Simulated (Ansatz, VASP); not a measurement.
**SiC (Moissanite 3C): VASP beside Ansatz**

One calculation is typed for both programs; each brings its own data sets and cutoff. How far apart do they land? The cell is taken from a series of runs on this material, whose earlier steps may have relaxed or scaled it; both programs get it as it stands.

Main program and level: Ansatz 0.2.0; plane waves, with VASP 6.6.1 beside it; single point at LDA.

## 1. Starting point

Symmetry: F-43m, No. 216, cubic system. The conventional cell has a = 4.358 Å, b = 4.358 Å, c = 4.358 Å, α = 90.00°, β = 90.00°, γ = 90.00°. Nearest to Si lie 4 C at 1.89 Å. C has 4 Si at 1.89 Å nearest. Farther neighbours are not listed.

Structure file:

```
Si C
1.0
     0.00000    2.17900    2.17900
     2.17900    0.00000    2.17900
     2.17900    2.17900    0.00000
Si C
1 1
Direct
  0.00000 0.00000 0.00000
  0.25000 0.25000 0.25000
```

## 2. VASP: single point, LDA

A single point gives forces, pressure and levels at one fixed geometry, so differences don't come from the geometry; what else differs is listed under the comparison.

Lines of VASP's logs that name or quote its potential files are left out, and so is its time.

Input file INCAR:

```
SYSTEM = SiC
PREC = Accurate
ENCUT = 520
EDIFF = 1E-06
NELM = 100
ISMEAR = 0
SIGMA = 0.02
LREAL = .FALSE.
ALGO = Normal
GGA = PW92
NBANDS = 10
LORBIT = 11
LWAVE = .FALSE.
LCHARG = .FALSE.
KPAR = 2
ISIF = 2
```

Input file POSCAR:

```
SiC
1.0
    0.0000000000      2.1790000000      2.1790000000
    2.1790000000      0.0000000000      2.1790000000
    2.1790000000      2.1790000000      0.0000000000
Si C
1 1
Direct
    0.0000000000      0.0000000000      0.0000000000
    0.2500000000      0.2500000000      0.2500000000
```

Input file KPOINTS:

```
Automatic mesh
0
Gamma
5 5 5
0 0 0
```

The projector-augmented-wave data sets are Si and C (LDA family, release 64).

Command:

```sh
$ mpirun -np 2 vasp_std
```

Numbers of over 12 decimals in the logs are rounded to 6 here.

Output:

```text
[banner, memory and clock lines left out]
running    2 mpi-ranks, on    1 nodes
 distrk:  each k-point on    1 cores,    2 groups
 distr:  one band on    1 cores,    1 groups

 POSCAR found type information on POSCAR SiC
 POSCAR found :  2 types and       2 ions
|                                                                             |
|               ----> ADVICE to this user running VASP <----                  |
|                                                                             |
|     You enforced a specific xc type in the INCAR file but a different       |
|     [... a line on the potential file left out ...]
|     I HOPE YOU KNOW WHAT YOU ARE DOING!                                     |
|                                                                             |

 LDA part: xc-table for (Slater(with rela. corr.)+PW92), standard interpolation
 POSCAR, INCAR and KPOINTS ok, starting setup
 FFT: planning ... GRIDC
 FFT: planning ... GRID_SOFT
 FFT: planning ... GRID
 WAVECAR not read
 entering main loop
       N       E                     dE             d eps       ncg     rms          rms(c)
DAV:   1     0.230523975887E+00    0.23052E+00   -0.38025E+03   208   0.667E+02
DAV:   2    -0.180997344502E+02   -0.18330E+02   -0.17132E+02   252   0.106E+02
DAV:   3    -0.186762078581E+02   -0.57647E+00   -0.57473E+00   234   0.159E+01
DAV:   4    -0.186789094352E+02   -0.27016E-02   -0.27014E-02   228   0.134E+00
DAV:   5    -0.186789236568E+02   -0.14222E-04   -0.14222E-04   238   0.812E-02    0.909E+00
DAV:   6    -0.167070010672E+02    0.19719E+01   -0.75564E+00   208   0.131E+01    0.399E+00
DAV:   7    -0.166333455429E+02    0.73656E-01   -0.37681E-01   220   0.384E+00    0.179E+00
DAV:   8    -0.166124431623E+02    0.20902E-01   -0.26874E-02   206   0.106E+00    0.176E-01
DAV:   9    -0.166120934699E+02    0.34969E-03   -0.16984E-03   222   0.244E-01    0.945E-02
DAV:  10    -0.166121092584E+02   -0.15789E-04   -0.12209E-04   214   0.707E-02    0.312E-02
DAV:  11    -0.166121092923E+02   -0.33916E-07   -0.45335E-06   214   0.134E-02
   1 F= -.16612109E+02 E0= -.16612109E+02  d E =-.446026E-22
```

OUTCAR, selected parts (step 2):

```text
ion  position               nearest neighbor table
   1  0.000  0.000  0.000-   2 1.89   2 1.89   2 1.89   2 1.89
   2  0.250  0.250  0.250-   1 1.89   1 1.89   1 1.89   1 1.89

  LATTYP: Found a face centered cubic cell.
 ALAT       =     4.3580000000

 Subroutine GETGRP returns: Found 24 space group operations
 (whereof 24 operations were pure point group operations)

The static configuration has the point symmetry T_d .

 Found     10 irreducible k-points:

   k-points           NKPTS =     10   k-points in BZ     NKDIM =     10   number of bands    NBANDS=     10

   dimension x,y,z NGX =    24 NGY =   24 NGZ =   24
   dimension x,y,z NGXF=    48 NGYF=   48 NGZF=   48

   ENCUT  =  520.0 eV  38.22 Ry    6.18 a.u.   5.73  5.73  5.73*2*pi/ulx,y,z

   NELECT =       8.0000    total number of electrons

 k-points in reciprocal lattice and weights: Automatic mesh
   0.00000000  0.00000000  0.00000000       0.008
   0.20000000  0.00000000  0.00000000       0.064
   0.40000000  0.00000000  0.00000000       0.064
   0.20000000  0.20000000  0.00000000       0.048
   0.40000000  0.20000000  0.00000000       0.192
  -0.40000000  0.20000000  0.00000000       0.192
  -0.20000000  0.20000000  0.00000000       0.096
   0.40000000  0.40000000  0.00000000       0.048
  -0.40000000  0.40000000  0.00000000       0.096
  -0.40000000  0.40000000  0.20000000       0.192

 average (electrostatic) potential at core
       1 -81.9455       2 -48.9883

 E-fermi :   8.2140

 k-point     1 :       0.0000    0.0000    0.0000
  band No.  band energies     occupation
      1      -7.2412      2.00000
      2       8.0825      2.00000
      3       8.0825      2.00000
      4       8.0825      2.00000
      5      14.3698      0.00000
      6      15.2588      0.00000
      7      15.2588      0.00000
      8      15.2588      0.00000
      9      22.5278      0.00000
    ...

 k-point     2 :       0.2000    0.0000    0.0000
  band No.  band energies     occupation
      1      -6.4649      2.00000
      2       4.9701      2.00000
      3       7.6388      2.00000
      4       7.6388      2.00000
      5      14.2328      0.00000
      6      15.8620      0.00000
      7      15.8620      0.00000
      8      16.7769      0.00000
      9      20.8918      0.00000
    ...

 k-point     3 :       0.4000    0.0000    0.0000
  band No.  band energies     occupation
      1      -4.3735      2.00000
      2       0.5855      2.00000
      3       7.1027      2.00000
      4       7.1027      2.00000
      5      13.5522      0.00000
      6      15.3620      0.00000
      7      15.3620      0.00000
      8      17.9893      0.00000
      9      23.5634      0.00000
    ...

  Total       -0.5389261     -0.5389261     -0.5389261     -0.0000000      0.0000000     -0.0000000
  in kB      -41.7290105    -41.7290105    -41.7290105     -0.0000000      0.0000000     -0.0000000
  external PRESSURE =     -41.7290105 kB  Pullay stress =       0.0000000 kB

  energy-cutoff  :      520.00
  volume of cell :       20.69
      direct lattice vectors                 reciprocal lattice vectors
     0.000000000  2.179000000  2.179000000    -0.229463056  0.229463056  0.229463056
     2.179000000  0.000000000  2.179000000     0.229463056 -0.229463056  0.229463056
     2.179000000  2.179000000  0.000000000     0.229463056  0.229463056 -0.229463056

 POSITION                                       TOTAL-FORCE (eV/Angst)
 -----------------------------------------------------------------------------------
      0.00000      0.00000      0.00000         0.000000      0.000000      0.000000
      1.08950      1.08950      1.08950        -0.000000     -0.000000     -0.000000
 -----------------------------------------------------------------------------------
    total drift:                                0.000000      0.000000      0.000000

  FREE ENERGIE OF THE ION-ELECTRON SYSTEM (eV)
  ---------------------------------------------------
  free  energy   TOTEN  =       -16.6121092923 eV

  energy  without entropy=      -16.6121092923  energy(sigma->0) =      -16.61210929

 total charge
# of ion       s       p       d       tot
------------------------------------------
    1        0.710   0.984   0.000   1.695
    2        0.825   1.717   0.000   2.542
--------------------------------------------------
tot          1.535   2.701   0.000   4.237

[... 3 further parts left out ...]
```

The run ends at a pressure of -4.17 GPa.

## 3. Ansatz: single point, LDA

Ansatz runs on its default PAW (the set named soft_2) files.

The same cell, functional (in two slightly different forms), mesh and smearing now go to Ansatz, which takes its cutoff from its data sets.

Input file input.yaml:

```yaml
crystal:
  lattice:
    - [0.0, 2.179, 2.179]
    - [2.179, 0.0, 2.179]
    - [2.179, 2.179, 0.0]
  atoms:
    - { symbol: Si, position: [0.0, 0.0, 0.0] }
    - { symbol: C, position: [0.25, 0.25, 0.25] }
hamiltonian:
  xc: lda
  pseudopotentials: { kind: paw }
kpoints:
  mp_grid: { grid: [5, 5, 5] }
  band_path:
    path:
      - [0.0, 0.0, 0.0]
      - [0.16667, 0.0, 0.16667]
      - [0.33333, 0.0, 0.33333]
      - [0.5, 0.0, 0.5]
      - [0.5, 0.08333, 0.58333]
      - [0.5, 0.18333, 0.68333]
      - [0.5, 0.25, 0.75]
      - [0.45, 0.3, 0.75]
      - [0.40833, 0.34167, 0.75]
      - [0.35, 0.35, 0.7]
      - [0.225, 0.225, 0.45]
      - [0.075, 0.075, 0.15]
      - [0.03333, 0.03333, 0.03333]
      - [0.23333, 0.23333, 0.23333]
      - [0.4, 0.4, 0.4]
      - [0.51667, 0.46667, 0.51667]
      - [0.55833, 0.38333, 0.55833]
      - [0.60833, 0.28333, 0.60833]
      - [0.60833, 0.25, 0.64167]
      - [0.55833, 0.25, 0.69167]
      - [0.51667, 0.25, 0.73333]
      - [0.5, 0.3, 0.7]
      - [0.5, 0.38333, 0.61667]
      - [0.5, 0.48333, 0.51667]
      - [0.475, 0.475, 0.55]
      - [0.425, 0.425, 0.65]
      - [0.38333, 0.38333, 0.73333]
      - [0.59167, 0.18333, 0.59167]
      - [0.55, 0.1, 0.55]
      - [0.5, 0.0, 0.5]
    npoints: 1
scf:
  occupations: { method: gaussian, width: 0.02 }
  n_extra_bands: 7
output:
  forces: true
  stress: true
  eigenvalues: true
```

Command:

```sh
$ ansatz run input.yaml --threads 2 --pin off --max-ram 4608MiB --backend cpu --events-out ev --progress --plain --runs-dir out
```

Output:

```text
scf.n_extra_bands = 7 over 4 filled bands (N_el = 8.0): the run solves 11 bands
Engine: ansatz 0.2.0, aarch64-unknown-linux-gnu
Pseudopotentials: kind: paw
Pseudopotential: Si, paw, valence charge 4, recommended cutoff 420 eV (normal), Si.paw.azcp
Pseudopotential: C, paw, valence charge 4, recommended cutoff 420 eV (normal), C.paw.azcp
Functional definition: SPW92
  exchange = slater_x
  correlation = pw_c
Crystal: 2 atoms, lattice volume = 20.692 Å³
Basis set: ecut = 420 eV, 411 PW (Γ)
Bands: 11, of which v1, the nominal top of the filled ones, is band 4 counted from 1 (3 counted from 0)
Symmetry: 24 space group operations
Space group: F-43m (ITA 216), of the structure as read, at distance tolerance 2.7e-5 Å
k-points: 10 of 125 (time reversal used)
Non-local potential: Si, projectors of the file, l = 0: 2, l = 1: 2, l = 2: 2
Non-local potential: C, projectors of the file, l = 0: 2, l = 1: 2, l = 2: 1
PAW form: soft (Blöchl's): semilocal exchange-correlation on the pseudo side does not see the compensation charge
PAW frozen core: Si, regenerated for the run's functional, and the local potential with it (the file was generated under x = pbe(κ = 0.804, μ = 0.219515), c = pbe(β = 0.066725))
PAW frozen core: C, regenerated for the run's functional, and the local potential with it (the file was generated under x = pbe(κ = 0.804, μ = 0.219515), c = pbe(β = 0.066725))
PAW one-centre angular grid: Si, 110 points (default); XC on 64 Gauss nodes
PAW one-centre angular grid: C, 110 points (default); XC on 64 Gauss nodes
Initial density: superposition of atomic densities (neutral atoms: chi_scale 0, normalization atom), corrected by the library's trained network
Initial wavefunctions: pseudopotential atomic-orbital guess
Functional: x = slater, c = lda
SCF iter   1: F=—  HF=-852.161731 eV  |F-HF|=—  |Δ(HF+E_count)|=         —  Δρ=6.67e-3  dr2=8.57e-3  ethr=1.77e-3  ⟨swp⟩=6.2  Hψ=796  notcnv=0  defer=1
preconditioner: auto → none  [insulator: Δε(μ)=1.702 eV  Ē_g=17.357 eV  σ=0.020 eV  W_gap=1.00  n_scr=0 (ndim 8)  ℏωp=23.1 eV  f_vac=0.000  D(μ)=0.00/eV (n_scr^D=0)  ε∞_Penn≈2.8]
SCF iter   2: F=—  HF=-852.159401 eV  |F-HF|=—  |Δ(HF+E_count)|=   2.33e-3  Δρ=3.18e-3  dr2=9.54e-4  ethr=1.07e-4  ⟨swp⟩=2.0  Hψ=241  notcnv=0  defer=19
SCF iter   3: F=—  HF=-852.159143 eV  |F-HF|=—  |Δ(HF+E_count)|=   2.58e-4  Δρ=1.31e-3  dr2=1.41e-4  ethr=1.19e-5  ⟨swp⟩=2.7  Hψ=154  notcnv=0  defer=19
SCF iter   4: F=—  HF=-852.159112 eV  |F-HF|=—  |Δ(HF+E_count)|=   3.07e-5  Δρ=4.08e-4  dr2=1.43e-5  ethr=1.76e-6  ⟨swp⟩=1.0  Hψ=91  notcnv=0  defer=19
SCF iter   5: F=—  HF=-852.159108 eV  |F-HF|=—  |Δ(HF+E_count)|=   3.43e-6  Δρ=5.87e-5  dr2=3.20e-7  ethr=1.79e-7  ⟨swp⟩=1.1  Hψ=94  notcnv=0  defer=19
SCF iter   6: F=-852.159108 eV  HF=-852.159108 eV  |F-HF|=3.20e-10  |Δ(HF+E_count)|=   5.48e-8  Δρ=3.55e-6  dr2=1.19e-9  ethr=1.25e-9  ⟨swp⟩=7.5  Hψ=490  notcnv=0
SCF 1 converged in 6 iterations: F = -852.159108 eV  dr2 = 1.19e-9
  greatest PAW one-centre occupation: 0.635 electrons in one spin orbital (limit 2), on the C atom at site 1 (counted from 0), in its partial waves of l = 0
NSCF: frozen V_eff on 30 k-points
SCF converged after 6 iterations
Free energy (F): -852.159108 eV
Harris-Foulkes:  -852.159108 eV  (|F-HF|=3.20e-10)
Internal energy: -852.159108 eV  (E = F + TS)
E sigma→0 (E₀):  -852.159108 eV
Fermi energy:    10.144635 eV
--- Per-component energies (eV) ---
  E_band       = 27.190120
  E_kinetic    = 135.897330
  E_local      = -106.461953  (includes V_loc(G=0)·N_el)
  E_nonlocal   = 53.862503
  E_hartree    = 31.891820
  E_xc         = -104.704432
  E_vxc        = -109.370023  (∫ρ·V_xc dr)
  E_paw        = -578.007773  (= ΣΔE_a)
  E_vpaw       = -10.521539  (= ΣTr[D̂ρ^β])
  E_aug_tail   = 0.000012  (compensation charges beyond the density's cutoff)
  E_ewald      = -284.783780
  E_core_change = 0.147163  (= ΣΔE_core)
  E_smearing   = -0.000000  (= −TS)
  E_closure    = -0.000000  (closes the sum)
  Σ components = -852.159108   (vs F -852.159108, Δ=0.00e0)
--- Forces (eV/Å), atoms counted from 1 ---
  atom   1  Si     0.00000000     0.00000000    -0.00000000
  atom   2  C     -0.00000000    -0.00000000    -0.00000000
  max |Σ_I F_I| component: 1.48e-16 eV/Å
--- Stress (GPa, compression-positive) ---
       -4.298246      -0.000000      -0.000000
       -0.000000      -4.298246       0.000000
       -0.000000       0.000000      -4.298246
  P = ⅓ Tr σ = -4.2982 GPa (-42.982 kbar)
--- Band table (eV; the first three rows and the last of 10) ---
  k-point 0: bands = [-6.0643, 9.2650, 9.2650, 9.2650, 15.5258, 16.4454, 16.4454, 16.4454, ... 3 higher]
  k-point 1: bands = [-5.2878, 6.1507, 8.8211, 8.8211, 15.4053, 17.0481, 17.0481, 17.9475, ... 3 higher]
  k-point 2: bands = [-3.1965, 1.7656, 8.2840, 8.2840, 14.7239, 16.5504, 16.5504, 19.1630, ... 3 higher]
  k-point 9: bands = [-1.5346, 2.5282, 4.3901, 5.7747, 14.1009, 17.3859, 17.9582, 21.4196, ... 3 higher]
```

## 4. Comparison

Known differences besides the PAW data sets themselves: the cutoff is 420 eV in Ansatz and 520 eV in VASP; Ansatz makes its cores anew for this functional, VASP keeps those of its LDA data sets. Total energies have different zeros and are not compared.

Both answers:

| quantity | Ansatz | VASP | difference |
| --- | --- | --- | --- |
| pressure (GPa) | -4.30 | -4.17 | -0.13 |
| gap on the k mesh (eV) | 1.760 | 1.753 | +0.007 |

Ansatz's pressure holds a Pulay correction of 0.41 GPa; VASP's holds none.

## 5. Further runs

How far does this hang on the set-up? Further runs change one program's set-up at a time, as the table lists.

| run | difference in gap on the k mesh (eV) |
| --- | --- |
| as above | 0.0068 |
| VASP with the data sets Si_GW and C_GW, a cutoff of 670 eV and GGA = CA, the Perdew-Zunger form of LDA | 0.0062 |
| VASP with the data sets Si and C_h, a cutoff of 1190 eV and GGA = CA, the Perdew-Zunger form of LDA | 0.0098 |

## 6. Results

* difference in gap on the k mesh (single point, LDA): 0.0068 eV

The difference in gap on the k mesh is 0.0068 eV (single point, LDA), within the 0.08 eV picked in this series as the mark of a large difference. For single point, LDA: no further run halves the difference in gap on the k mesh. Differences of this kind measure data sets and numerical settings, not the functional's error against experiment.

[Lines on the potential files, build, host, timing and source positions are cut from VASP's logs without a mark.]

[Logs are printed without paths, hosts, clocks, repeated set-up lines and the standing remarks that a program may print on its own settings, such as how far it seeks lower states.]

[Hosts, paths, dates, database ids (printed as entryN), source tags and the programs' standing remarks are cut or masked in the printed files.]
